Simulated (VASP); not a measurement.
Input for VASP

POSCAR:
```
AuZn
1.0
  3.3261561434   0.0000000000   0.0000000000
  0.0000000000   3.3261561434   0.0000000000
  0.0000000000   0.0000000000   3.3261561434
Zn Au
1 1
Direct
  0.5000000000   0.5000000000   0.5000000000
  0.0000000000   0.0000000000   0.0000000000
```

### KPOINTS
```
Automatic mesh
0
gamma
  10 10 10
```

### INCAR
```
! general
SYSTEM   = AuZn
PREC     = Accurate
ENCUT    = 520
LREAL    = .False.
LASPH    = .True.

! electronic loop
EDIFF    = 1E-6
NELM     = 100
ALGO     = Normal
LMAXMIX  = 6

! smearing
ISMEAR   = 1
SIGMA    = 0.1

! functional
GGA      = ML
LUSE_VDW = .True.
AGGAC    = 0.0
ZAB_VDW  = -1.8867

! ions
IBRION   = 2
NSW      = 60
ISIF     = 3
EDIFFG   = -0.01

! output
LWAVE    = .False.
LCHARG   = .False.
```

POTCAR, in this order: Zn Au (PBE.64 set). Program: vasp_std.

**Question.** Write an equivalent input for Quantum ESPRESSO's pw.x.

**Answer.** One equivalent input (not run):
```
&CONTROL
  calculation = 'vc-relax'
  pseudo_dir = './pseudo'
  outdir = './out'
  tprnfor = .true.
  tstress = .true.
  nstep = 60
  forc_conv_thr = 0.00039
/
&SYSTEM
  ibrav = 0
  nat = 2
  ntyp = 2
  ecutwfc = 84
  occupations = 'smearing'
  smearing = 'methfessel-paxton'
  degauss = 0.00735
  input_dft = 'vdw-df2'
/
&ELECTRONS
  conv_thr = 7.3e-08
  electron_maxstep = 100
/
&IONS
/
&CELL
/
ATOMIC_SPECIES
  Zn 65.380 Zn.upf
  Au 196.967 Au.upf
CELL_PARAMETERS angstrom
     3.3261561   -0.0000000    0.0000000
    -0.0000000    3.3261561    0.0000000
    -0.0000000   -0.0000000    3.3261561
ATOMIC_POSITIONS crystal
  Zn   0.5000000  0.5000000  0.5000000
  Au   0.0000000  0.0000000  0.0000000
K_POINTS automatic
  10 10 10 0 0 0
```
Limits of the translation: the potentials are each code's own (VASP's PAW set, PseudoDojo norm-conserving files in pw.x), so ENCUT and ecutwfc are chosen apart and not converted; conv_thr bounds pw.x's estimated SCF error, while EDIFF bounds the energy change between steps; forc_conv_thr acts on force components and is met together with etot_conv_thr.

The compound is AuZn in the CsCl type structure. This run relaxes it. Symmetry was kept, so distortions that lower it aren't found. The start is the result of an earlier pass.
